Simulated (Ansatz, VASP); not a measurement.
# CuBW (CuBW in the AlB2 type): VASP beside Ansatz

One calculation is typed for both programs; each brings its own data sets. How far apart do they land? The cell is generated by rule, not measured, and may not be a known phase. The cell is taken from a series of runs on this material, whose earlier steps may have relaxed, scaled, displaced or heated it; both programs get it as it stands.

Program: Ansatz 0.2.0. Level of theory: plane waves, with VASP 6.6.1 beside it; single point at PBE. Results are calculated unless marked as measured.

The structure was built from a prototype and need not be the compound's stable phase.

## Step 1: The starting structure

Symmetry: P-6m2, No. 187, hexagonal system. The conventional cell has a = 3.361 Å, b = 3.361 Å, c = 3.530 Å, α = 90.00°, β = 90.00°, γ = 120.00°. Nearest to W lie 6 B at 2.62 Å and 6 Cu at 2.62 Å. Nearest to B lie 3 Cu at 1.94 Å and 6 W at 2.62 Å. Nearest to Cu lie 3 B at 1.94 Å and 6 W at 2.62 Å. Farther neighbours are not listed.

## Step 2: VASP: single point, PBE

A single point gives forces, pressure and levels at one fixed geometry, so differences don't come from the geometry; what else differs is listed under the comparison.

Lines of VASP's logs that name or quote its potential files are left out, and so is its time.

INCAR

```
SYSTEM = CuBW
PREC = Accurate
ENCUT = 600
EDIFF = 1E-06
NELM = 120
ISMEAR = 0
SIGMA = 0.1
LREAL = .FALSE.
ALGO = Normal
GGA = PE
NBANDS = 16
LASPH = .TRUE.
LORBIT = 11
LWAVE = .FALSE.
LCHARG = .FALSE.
ISIF = 2
GGA_COMPAT = .FALSE.
```

POSCAR

```
CuBW
1.0
    3.3614700000      0.0000000000      0.0000000000
   -1.6807300000      2.9111200000      0.0000000000
    0.0000000000      0.0000000000      3.5295400000
W B Cu
1 1 1
Direct
    0.0000000000      0.0000000000      0.0000000000
    0.3333333333      0.6666666667      0.5000000000
    0.6666666667      0.3333333333      0.5000000000
```

KPOINTS

```
Automatic mesh
0
Gamma
6 6 6
0 0 0
```

Potentials, in the order of the species: W, B and Cu (PBE family, release 64).

On the command line:

```bash
$ mpirun -np 1 vasp_std
```

Numbers of over 12 decimals in the logs are rounded to 6 here.

What it wrote:

```text
[banner, memory and clock lines left out]
running    1 mpi-ranks, on    1 nodes
 distrk:  each k-point on    1 cores,    1 groups
 distr:  one band on    1 cores,    1 groups

 POSCAR found type information on POSCAR W B Cu
 POSCAR found :  3 types and       3 ions
 LDA part: xc-table for (Slater+PW92), standard interpolation
 POSCAR, INCAR and KPOINTS ok, starting setup
 FFT: planning ... GRIDC
 FFT: planning ... GRID_SOFT
 FFT: planning ... GRID
 WAVECAR not read
 entering main loop
       N       E                     dE             d eps       ncg     rms          rms(c)
DAV:   1     0.985023659497E+02    0.98502E+02   -0.10372E+04   912   0.182E+03
DAV:   2    -0.190413440629E+02   -0.11754E+03   -0.11119E+03   952   0.315E+02
DAV:   3    -0.272446910925E+02   -0.82033E+01   -0.79726E+01  1288   0.840E+01
DAV:   4    -0.273830219537E+02   -0.13833E+00   -0.13821E+00   920   0.109E+01
DAV:   5    -0.273860496522E+02   -0.30277E-02   -0.30269E-02  1320   0.173E+00    0.244E+01
DAV:   6    -0.258650946690E+02    0.15210E+01   -0.61498E+01  1120   0.252E+02    0.139E+01
DAV:   7    -0.224352488886E+02    0.34298E+01   -0.16258E+01  1144   0.135E+02    0.350E+00
DAV:   8    -0.223526842883E+02    0.82565E-01   -0.11776E+00  1336   0.192E+01    0.267E+00
DAV:   9    -0.223403473068E+02    0.12337E-01   -0.14188E-01  1416   0.954E+00    0.119E+00
DAV:  10    -0.223239741488E+02    0.16373E-01   -0.67677E-02  1120   0.990E+00    0.151E-01
DAV:  11    -0.223241909003E+02   -0.21675E-03   -0.47299E-03  1328   0.146E+00    0.994E-02
DAV:  12    -0.223241365899E+02    0.54310E-04   -0.94612E-04  1208   0.111E+00    0.631E-02
DAV:  13    -0.223240831682E+02    0.53422E-04   -0.21452E-04  1152   0.595E-01    0.868E-03
DAV:  14    -0.223240838679E+02   -0.69967E-06   -0.11121E-05  1280   0.419E-02    0.363E-03
DAV:  15    -0.223240839243E+02   -0.56462E-07   -0.31161E-07   560   0.477E-03
   1 F= -.22324084E+02 E0= -.22322573E+02  d E =-.302115E-02
```

Parts of OUTCAR (step 2):

```text
ion  position               nearest neighbor table
   1  0.000  0.000  0.000-   2 2.62   3 2.62   2 2.62   3 2.62   2 2.62   2 2.62   3 2.62   3 2.62
                             3 2.62   3 2.62   2 2.62   2 2.62
   2  0.333  0.667  0.500-   3 1.94   3 1.94   3 1.94   1 2.62   1 2.62   1 2.62   1 2.62   1 2.62
                             1 2.62
   3  0.667  0.333  0.500-   2 1.94   2 1.94   2 1.94   1 2.62   1 2.62   1 2.62   1 2.62   1 2.62
                             1 2.62

  LATTYP: Found a hexagonal cell.
 ALAT       =     3.3614700000
 C/A-ratio  =     1.0499989588

 Subroutine GETGRP returns: Found 12 space group operations
 (whereof 12 operations were pure point group operations)

The static configuration has the point symmetry D_3h.

 Found     28 irreducible k-points:

   k-points           NKPTS =     28   k-points in BZ     NKDIM =     28   number of bands    NBANDS=     16

   dimension x,y,z NGX =    28 NGY =   28 NGZ =   28
   dimension x,y,z NGXF=    56 NGYF=   56 NGZF=   56

   ENCUT  =  600.0 eV  44.10 Ry    6.64 a.u.   6.71  6.71  7.05*2*pi/ulx,y,z

   NELECT =      20.0000    total number of electrons

 k-points in reciprocal lattice and weights: Automatic mesh
   0.00000000  0.00000000  0.00000000       0.005
   0.16666667  0.00000000  0.00000000       0.028
   0.33333333  0.00000000  0.00000000       0.028
   0.50000000 -0.00000000  0.00000000       0.014
   0.16666667  0.16666667  0.00000000       0.028
   0.33333333  0.16666667  0.00000000       0.056
   0.33333333  0.33333333  0.00000000       0.009
   0.00000000  0.00000000  0.16666667       0.009
   0.16666667  0.00000000  0.16666667       0.056
[...]
0.33333333  0.16666667  0.50000000       0.056
   0.33333333  0.33333333  0.50000000       0.009

 average (electrostatic) potential at core
       1 -38.6585       2 -25.1444       3 -64.9286

 E-fermi :   7.8945

 k-point     1 :       0.0000    0.0000    0.0000
  band No.  band energies     occupation
    ...
      6       3.4646      2.00000
      7       6.1845      2.00000
      8       6.2029      2.00000
      9       6.2029      2.00000
     10       7.0395      2.00000
     11       8.7316      0.00000
     12       8.7316      0.00000
     13      12.8928      0.00000
     14      12.8928      0.00000
     15      13.1940      0.00000
    ...

 k-point     2 :       0.1667    0.0000    0.0000
  band No.  band energies     occupation
    ...
      6       3.3715      2.00000
      7       5.6373      2.00000
      8       6.0476      2.00000
      9       6.3226      2.00000
     10       6.5167      2.00000
     11       8.7678      0.00000
     12      10.4262      0.00000
     13      11.1365      0.00000
     14      11.5858      0.00000
     15      13.8934      0.00000
    ...

 k-point     3 :       0.3333    0.0000    0.0000
  band No.  band energies     occupation
    ...
      6       3.1935      2.00000
      7       4.5224      2.00000
      8       5.6641      2.00000
      9       6.3104      2.00000
     10       7.1214      2.00000
     11       8.8336      0.00000
     12       9.9227      0.00000
     13      10.0255      0.00000
     14      12.1424      0.00000
     15      14.3545      0.00000
    ...

  Total        0.0905655      0.0905656     -4.7276952      0.0000002     -0.0000000      0.0000000
  in kB        4.2011283      4.2011329   -219.3070511      0.0000072     -0.0000000      0.0000000
  external PRESSURE =     -70.3015966 kB  Pullay stress =       0.0000000 kB

  energy-cutoff  :      600.00
  volume of cell :       34.54
      direct lattice vectors                 reciprocal lattice vectors
     3.361470000  0.000000000  0.000000000     0.297488896  0.171754690  0.000000000
    -1.680730000  2.911120000  0.000000000     0.000000000  0.343510401  0.000000000
     0.000000000  0.000000000  3.529540000     0.000000000  0.000000000  0.283323039

 POSITION                                       TOTAL-FORCE (eV/Angst)
 -----------------------------------------------------------------------------------
      0.00000      0.00000      0.00000         0.000000     -0.000000      0.000000
      0.00000      1.94075      1.76477        -0.000000      0.000000      0.000000
      1.68074      0.97037      1.76477         0.000000     -0.000000      0.000000
 -----------------------------------------------------------------------------------
    total drift:                                0.000009     -0.000003      0.000000

  FREE ENERGIE OF THE ION-ELECTRON SYSTEM (eV)
  ---------------------------------------------------
  free  energy   TOTEN  =       -22.3240839243 eV

  energy  without entropy=      -22.3210627756  energy(sigma->0) =      -22.32257335

 total charge
# of ion       s       p       d       tot
------------------------------------------
    1        0.492   0.551   3.930   4.972
    2        0.677   1.112   0.000   1.789
    3        0.593   0.819   9.107  10.519
--------------------------------------------------
tot          1.761   2.482  13.036  17.279

[... 3 further parts left out ...]
```

The k-mesh is coarse for a metal. The data set W keeps the semicore shell frozen, which is cheaper and a little less accurate.

## Step 3: Ansatz: single point, PBE

Ansatz runs on its PAW soft_1 files.

The same cell, functional, mesh and smearing now go to Ansatz, which takes its cutoff from its data sets.

input.yaml

```yaml
crystal:
  lattice:
    - [3.36147, 0.0, 0.0]
    - [-1.68073, 2.91112, 0.0]
    - [0.0, 0.0, 3.52954]
  atoms:
    - { symbol: W, position: [0.0, 0.0, 0.0] }
    - { symbol: B, position: [0.33333333, 0.66666667, 0.5] }
    - { symbol: Cu, position: [0.66666667, 0.33333333, 0.5] }
kpoints:
  mp_grid: { grid: [6, 6, 6] }
hamiltonian:
  xc: pbe
  pseudopotentials: { kind: paw, azcp: { folder: soft_1 } }
scf:
  occupations: { method: gaussian, width: 0.1 }
output:
  forces: true
  stress: true
  eigenvalues: true
```

On the command line:

```bash
$ ansatz run input.yaml --threads 4 --pin off --max-ram 12288MiB --backend cpu --events-out ev --progress --plain --runs-dir out
```

What it wrote:

```text
Engine: ansatz 0.2.0, aarch64-unknown-linux-gnu
Pseudopotentials: kind: paw
Pseudopotential: W, paw, valence charge 14, recommended cutoff 420 eV (normal), soft_1/W.paw.azcp
Pseudopotential: B, paw, valence charge 3, recommended cutoff 420 eV (normal), soft_1/B.paw.azcp
Pseudopotential: Cu, paw, valence charge 19, recommended cutoff 420 eV (normal), soft_1/Cu.paw.azcp
Functional definition: PBE
  parameter kappa = 0.804
  parameter beta = 0.066725
  exchange = pbe_x(kappa = kappa, mu = beta*pi^2/3)
  correlation = pbe_c(beta = beta)
Crystal: 3 atoms, lattice volume = 34.539 Å³
Basis set: ecut = 420 eV, 647 PW (Γ), exchange–correlation on 48×48×48 points (8 copies of the dense FFT grid, shifted against one another)
Bands: 22, of which v1, the nominal top of the filled ones, is band 18 counted from 1 (17 counted from 0)
Symmetry: 12 space group operations
Space group: P-6m2 (ITA 187), of the structure as read, at distance tolerance 3.3e-5 Å
k-points: 28 of 216 (time reversal used)
Non-local potential: W, projectors of the file, l = 0: 3, l = 1: 2, l = 2: 2, l = 3: 1
Non-local potential: B, projectors of the file, l = 0: 2, l = 1: 2, l = 2: 1
Non-local potential: Cu, projectors of the file, l = 0: 3, l = 1: 2, l = 2: 3, l = 3: 1
PAW form: soft (Blöchl's): semilocal exchange-correlation on the pseudo side does not see the compensation charge
PAW one-centre angular grid: W, 590 points (default); XC on 64 Gauss nodes
PAW one-centre angular grid: B, 110 points (default); XC on 64 Gauss nodes
PAW one-centre angular grid: Cu, 590 points (default); XC on 64 Gauss nodes
Initial density: superposition of atomic densities (chi_scale 0.1, normalization cell, long waves kept (reshape's long-wave potential 0.00 eV rms))
Initial wavefunctions: pseudopotential atomic-orbital guess
Functional: x = pbe(κ = 0.804, μ = 0.219515), c = pbe(β = 0.066725)
SCF iter   1: F=—  HF=-17168.730721 eV  |F-HF|=—  |Δ(HF+E_count)|=         —  Δρ=1.97e-1  dr2=1.27e1  ethr=3.10e-3  ⟨swp⟩=4.0  Hψ=2239  notcnv=0
preconditioner: auto → none  [insulator: Δε(μ)=0.245 eV  Ē_g=7.317 eV  σ=0.100 eV  W_gap=0.75  n_scr=8 (ndim 8)  ℏωp=28.3 eV  f_vac=0.000  D(μ)=0.52/eV (n_scr^D=0)  ε∞_Penn≈15.9]
SCF iter   2: F=—  HF=-17166.146267 eV  |F-HF|=—  |Δ(HF+E_count)|=    2.58e0  Δρ=3.97e-2  dr2=6.22e-1  ethr=3.10e-3  ⟨swp⟩=3.3  Hψ=1523  notcnv=0
SCF iter   3: F=—  HF=-17166.006654 eV  |F-HF|=—  |Δ(HF+E_count)|=   1.40e-1  Δρ=2.94e-2  dr2=2.03e-1  ethr=1.73e-3  ⟨swp⟩=2.0  Hψ=1174  notcnv=0
SCF iter   4: F=—  HF=-17165.978321 eV  |F-HF|=—  |Δ(HF+E_count)|=   2.83e-2  Δρ=3.18e-3  dr2=2.28e-3  ethr=5.63e-4  ⟨swp⟩=2.0  Hψ=954  notcnv=0
SCF iter   5: F=—  HF=-17165.978409 eV  |F-HF|=—  |Δ(HF+E_count)|=   8.74e-5  Δρ=5.59e-4  dr2=1.37e-4  ethr=6.32e-6  ⟨swp⟩=2.5  Hψ=1294  notcnv=0
SCF iter   6: F=—  HF=-17165.978370 eV  |F-HF|=—  |Δ(HF+E_count)|=   3.91e-5  Δρ=1.65e-4  dr2=8.46e-6  ethr=3.79e-7  ⟨swp⟩=2.6  Hψ=1002  notcnv=0
SCF iter   7: F=—  HF=-17165.978364 eV  |F-HF|=—  |Δ(HF+E_count)|=   5.57e-6  Δρ=2.01e-5  dr2=1.51e-7  ethr=2.35e-8  ⟨swp⟩=2.1  Hψ=908  notcnv=0
SCF iter   8: F=-17165.978364 eV  HF=-17165.978364 eV  |F-HF|=1.67e-8  |Δ(HF+E_count)|=   1.60e-8  Δρ=8.15e-6  dr2=2.29e-8  ethr=2.78e-10  ⟨swp⟩=4.0  Hψ=2033  notcnv=0
SCF 1 converged in 8 iterations: F = -17165.978364 eV  dr2 = 2.29e-8
  greatest PAW one-centre occupation: 0.999 electrons in one spin orbital (limit 2), on the W atom at site 0 (counted from 0), in its partial waves of l = 0
SCF converged after 8 iterations
Free energy (F): -17165.978364 eV
Harris-Foulkes:  -17165.978364 eV  (|F-HF|=1.67e-8)
Internal energy: -17165.975495 eV  (E = F + TS)
E sigma→0 (E₀):  -17165.976930 eV
Entropy (-TS):   -0.002869 eV (-0.956 meV/atom)
Fermi energy:    18.334731 eV
--- Per-component energies (eV) ---
  E_band       = -471.670996
  E_kinetic    = 729.662185
  E_local      = -5771.854049  (includes V_loc(G=0)·N_el)
  E_nonlocal   = 858.619656
  E_hartree    = 2479.417290
  E_xc         = -369.891560
  E_vxc        = -359.726644  (∫ρ·V_xc dr)
  E_paw        = -10460.262624  (= ΣΔE_a)
  E_vpaw       = -887.213609  (= ΣTr[D̂ρ^β])
  E_aug_tail   = 0.001142  (compensation charges beyond the density's cutoff)
  E_ewald      = -4631.667534
  E_smearing   = -0.002869  (= −TS)
  E_closure    = 0.000000  (closes the sum)
  Σ components = -17165.978364   (vs F -17165.978364, Δ=0.00e0)
--- Forces (eV/Å), atoms counted from 1 ---
  atom   1  W     -0.00000000     0.00000000    -0.00000000
  atom   2  B     -0.00000000     0.00000000    -0.00000000
  atom   3  Cu    -0.00000000    -0.00000000     0.00000000
  max |Σ_I F_I| component: 9.25e-17 eV/Å
--- Stress (GPa, compression-positive) ---
        1.202325       0.000000      -0.000000
        0.000000       1.202325      -0.000000
       -0.000000      -0.000000     -20.361299
  P = ⅓ Tr σ = -5.9855 GPa (-59.855 kbar)
--- Band table (eV; the first three rows and the last of 28) ---
  k-point 0: bands = [... 14 lower, 16.6170, 16.6170, 16.6199, 17.4007, 19.1897, 19.1897, 23.3146, 23.3146]
  k-point 1: bands = [... 14 lower, 15.7632, 16.8453, 16.8453, 17.7324, 19.0174, 19.0174, 23.0520, 23.0520]
  k-point 2: bands = [... 14 lower, 14.7592, 17.5263, 17.5263, 18.3997, 18.7319, 18.7319, 22.0894, 22.0894]
  k-point 27: bands = [... 14 lower, 14.3744, 15.0206, 15.8006, 15.9205, 19.7133, 22.1214, 22.1492, 22.6882]
```

The run ends at a pressure of -5.99 GPa.

## Step 4: Side by side

Known differences besides the potentials themselves: the data sets hold 36 valence electrons in Ansatz (on its PAW soft_1 files) and 20 in VASP; the cutoff is 420 eV in Ansatz and 600 eV in VASP. Total energies have different zeros and are not compared.

Compared:

```tsv
quantity	Ansatz	VASP	difference
pressure (GPa)	-5.99	-7.03	+1.04
```

## Step 5: Other set-ups

Further runs change the set-up of one program: Ansatz's method, potentials or start, or VASP's data sets, cutoff or form of LDA. The table gives that difference for each run.

```tsv
run	pressure (GPa)
as above	1.0
VASP with the data sets W_sv, B and Cu_sv_GW and a cutoff of 700 eV	1.7
```

## Step 6: What came out

| Quantity | Value |
| --- | --- |
| difference in pressure (single point, PBE) | 1.0 GPa |

**Reading.** The difference in pressure is 1.0 GPa (single point, PBE), at about the 1 GPa picked in this series as the mark of a large difference. The data sets hold unlike numbers of valence electrons (36 in Ansatz and 20 in VASP), so part of the differences comes from the potentials. Single point, PBE, VASP with the data sets W_sv, B and Cu_sv_GW and a cutoff of 700 eV: the difference in pressure goes from 1.0 to 1.7 GPa. Such differences can come from data sets, numerical settings and the points named under the comparisons, not from the functional's error against experiment.

[Lines on the potential files, build, host, timing and source positions are cut from VASP's logs without a mark.]

[Logs are printed without paths, hosts, clocks, repeated set-up lines and the standing remarks that a program may print on its own settings, such as how far it seeks lower states.]

[Hosts, paths, dates, database ids (printed as entryN), source tags and the programs' standing remarks are cut or masked in the printed files.]
